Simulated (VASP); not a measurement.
```xyz
4
Lattice="2.2775 -3.9311 0.0000 2.2775 3.9311 0.0000 0.0000 0.0000 4.6720" Properties=species:S:1:pos:R:3 pbc="T T T"
Ga     2.2775     2.7078     4.2937
Ga     2.2775     1.2233     1.9578
Ga     2.2775    -1.2233     2.7142
Ga     2.2775    -2.7078     0.3782
```

Method: revPBE GGA, VASP's PBE PAW potentials (set 64) (plane waves; VASP). Numerical set-up: 520 eV cut-off, 9×9×8 Γ-centred mesh, tetrahedra with Blöchl corrections, potentials Ga_d.

The cores are frozen, which limits the accuracy of field gradients.

Question: Give the principal components of the electric field gradient (V/Å²) and the asymmetry η at each nucleus.

Answer: 
| atom | Vxx | Vyy | Vzz | η |
|---|---|---|---|---|
| Ga1 | 17.9 | 16.9 | -34.9 | 0.03 |
| Ga2 | 17.9 | 16.9 | -34.9 | 0.03 |
| Ga3 | 17.9 | 16.9 | -34.9 | 0.03 |
| Ga4 | 17.9 | 16.9 | -34.9 | 0.03 |

The compound is Ga in the alpha structure. It was relaxed first, which changed the volume by +7 %.
